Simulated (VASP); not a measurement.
Computed with optB88-vdW, VASP's PBE PAW potentials (set 64) (plane waves; VASP).

Input for VASP

**INCAR**
```
SYSTEM = TiAl
PREC = Accurate
ENCUT = 520
EDIFF = 1E-7
NELM = 100
ALGO = Normal
LREAL = .FALSE.
LASPH = .TRUE.
ISMEAR = -5
GGA = BO
PARAM1 = 0.1833333333
PARAM2 = 0.22
LUSE_VDW = .TRUE.
AGGAC = 0.0
LMAXMIX = 4
LWAVE = .FALSE.
LCHARG = .TRUE.
LORBIT = 11
NEDOS = 601
ISIF = 2
```

File POSCAR:
```
TiAl
2.8189990
  0.9999999777   0.0000000000   0.0000000000
  0.0000000000   0.9999999777   0.0000000000
  0.0000000000   0.0000000000   1.4405492800
Ti Al
1 1
Direct
  0.0000000000   0.0000000000   0.0000000000
  0.5000000000   0.5000000000   0.5000000000
```

File KPOINTS:
```
Automatic mesh
0
Gamma
14 14 10
0 0 0
```

POTCAR, in this order: Ti_sv Al (PBE.64 set). Program: vasp_std.

**Question.** What will the output report for the number of irreducible k-points (NKPTS), largest plane-wave count, number of space-group operations, FFT grid (NGX, NGY, NGZ)?

**Answer.** 
```
Quantity                                      Result
--------------------------------------  ------------
number of irreducible k-points (NKPTS)           216
largest plane-wave count                         892
number of space-group operations                  16
FFT grid (NGX, NGY, NGZ)                24 × 24 × 30
```

The compound is TiAl in the L1_0 structure. It was relaxed first. The electron count is odd and the run is not spin-polarised, which forces a metal.
